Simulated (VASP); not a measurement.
Consider the following.

```
CELL_PARAMETERS angstrom
      0.00000     2.04046     2.04046
      2.04046     0.00000     2.04046
      2.04046     2.04046     0.00000
ATOMIC_POSITIONS crystal
  Au 0.00000 0.00000 0.00000
```

All values below come from PBEsol GGA, VASP's PBE PAW potentials (set 64) (plane waves; VASP). Numerical set-up: PREC = Normal, EDIFF = 1E-5, 400 eV cut-off, 17×17×17 Γ-centred mesh, first-order Methfessel-Paxton smearing of 0.10 eV, potentials Au.

Unless said otherwise, spin-orbit coupling is left out, though it shifts the bands of the heavy elements here.

### Question
Predict the energy per atom (σ→0), band gap (on the k-mesh) with the smallest direct gap where there is one.

### Answer

band gap (on the k-mesh): none (metal, semimetal or under 0.01 eV)
energy per atom (σ→0): -3.923 eV/atom

The absolute energy has meaning only against runs of the same code, potentials and settings.

The compound is Au in the fcc structure. It was relaxed first.
